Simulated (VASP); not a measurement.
All values below come from PBEsol GGA with spin-orbit coupling, VASP's PBE PAW potentials (set 64) (plane waves; VASP 6.6.1).

VASP input:

### INCAR
```
ALGO = Normal
EDIFF = 1E-6
ENCUT = 400
GGA = PS
GGA_COMPAT = .FALSE.
ISMEAR = 0
LASPH = .TRUE.
LCHARG = .FALSE.
LMAXMIX = 4
LREAL = .FALSE.
LSORBIT = .TRUE.
LWAVE = .FALSE.
MAGMOM = 3*0
NELM = 100
PREC = Accurate
SIGMA = 0.05
SYSTEM = Sb
```

File KPOINTS:
```
Regular mesh
0
G
12 12 12
0 0 0
```

### POSCAR
```
Sb
2.3593230
  0.0000000000   1.0000000151   1.0000000151
  1.0000000151   0.0000000000   1.0000000151
  1.0000000151   1.0000000151   0.0000000000
Sb
1
Cart
  0.0000000000   0.0000000000   0.0000000000
```

### KPOINTS_OPT
```
k-points along high-symmetry lines
8
Line-mode
Reciprocal
  0.000000   0.000000   0.000000 ! GAMMA
  0.500000   0.000000   0.500000 ! X

  0.500000   0.000000   0.500000 ! X
  0.625000   0.250000   0.625000 ! U

  0.375000   0.375000   0.750000 ! K
  0.000000   0.000000   0.000000 ! GAMMA

  0.000000   0.000000   0.000000 ! GAMMA
  0.500000   0.500000   0.500000 ! L

  0.500000   0.500000   0.500000 ! L
  0.500000   0.250000   0.750000 ! W

  0.500000   0.250000   0.750000 ! W
  0.500000   0.000000   0.500000 ! X
```

POTCAR, in this order: Sb (PBE.64 set). Program: vasp_ncl.

Task: Predict the energy per atom (σ→0), band gap (over mesh and band path).

Result: 
| Quantity | Result |
|---|---|
| energy per atom (σ→0) | -4.364 eV/atom |
| band gap (over mesh and band path) | none (metal, semimetal or under 0.01 eV) |

File OSZICAR:
```
...
DAV:   5    -0.437109597339E+01   -0.45530E-04   -0.45530E-04  2004   0.213E-01    0.204E+00
DAV:   6    -0.436738718351E+01    0.37088E-02   -0.13183E-03  1940   0.250E-01    0.119E+00
DAV:   7    -0.436569523131E+01    0.16920E-02   -0.90783E-04  1872   0.208E-01    0.694E-01
DAV:   8    -0.436529055851E+01    0.40467E-03   -0.49062E-04  1932   0.153E-01    0.233E-02
DAV:   9    -0.436528710362E+01    0.34549E-05   -0.86693E-06  1916   0.295E-02    0.313E-03
DAV:  10    -0.436528702065E+01    0.82972E-07   -0.10456E-07  1296   0.378E-03
   1 F= -.43652870E+01 E0= -.43644268E+01  d E =-.172054E-02  mag=    -0.0000    -0.0000     0.0000
       N       E                     dE             ncg
```

The structure was generated: Sb was put into the fcc type (Fm-3m), which need not be its known phase. It was relaxed first.
